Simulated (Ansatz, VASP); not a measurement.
## ScPd in VASP and in Ansatz

```xyz
2
Lattice="3.2830 -0.0164 -0.0164 -0.0164 3.2830 -0.0164 -0.0164 -0.0164 3.2830" Properties=species:S:1:pos:R:3 pbc="T T T"
Sc    1.6251    1.6251    1.6251
Pd    0.0000    0.0000    0.0000
```

Change from the starting cell: equal xy, yz and zx shear strains of -1 %.

Alike in both runs: task single point; functional PBEsol; k mesh 12 × 12 × 12; occupations fermi-dirac, width 0.05 eV; no spin polarisation.

```csv
,VASP,Ansatz
version,VASP 6.6.1,Ansatz 0.2.0
potentials or method,"VASP PAW PBE potentials, release 64 (Sc_sv, Pd), cutoff 520 eV","all-electron LAPW, scalar-relativistic"
```

|  | VASP | Ansatz | Ansatz less VASP |
| --- | --- | --- | --- |
| pressure (GPa) | -1.5 | -1.6 | -0.16 |
| largest component of the traceless stress (GPa) | 0.47 | 0.46 | -0.008 |

Ansatz ran all-electron here, so the differences hold the error of VASP's frozen core and of both bases.

Caveats: the PAW data sets were made with another functional, which shifts forces and pressure a little (VASP).
